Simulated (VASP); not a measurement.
Data:

```
CELL_PARAMETERS angstrom
      1.32573    -2.29623     0.00000
      1.32573     2.29623     0.00000
      0.00000     0.00000     4.20244
ATOMIC_POSITIONS crystal
  Os 0.33333 0.66667 0.25000
  Os 0.66667 0.33333 0.75000
```

Method: PBEsol GGA, VASP's PBE PAW potentials (set 64) (plane waves; VASP 6.6.1). Run with 500 eV cut-off, 16×16×9 Γ-centred mesh, first-order Methfessel-Paxton smearing of 0.10 eV, potentials Os.

Unless said otherwise, spin-orbit coupling is left out, though it shifts the bands of the heavy elements here.

**Question.** Estimate the energy per atom (σ→0), pressure, band gap (on the k-mesh) with the smallest direct gap where there is one.

**Answer.** 
| Quantity | Result |
|---|---|
| band gap (on the k-mesh) | none (metal, semimetal or under 0.01 eV) |
| energy per atom (σ→0) | -12101 meV/atom |
| pressure | 450.8 kbar |

The absolute energy has meaning only against runs of the same code, potentials and settings.

The compound is Os in the hcp structure. It was relaxed first under an external pressure of 45 GPa.
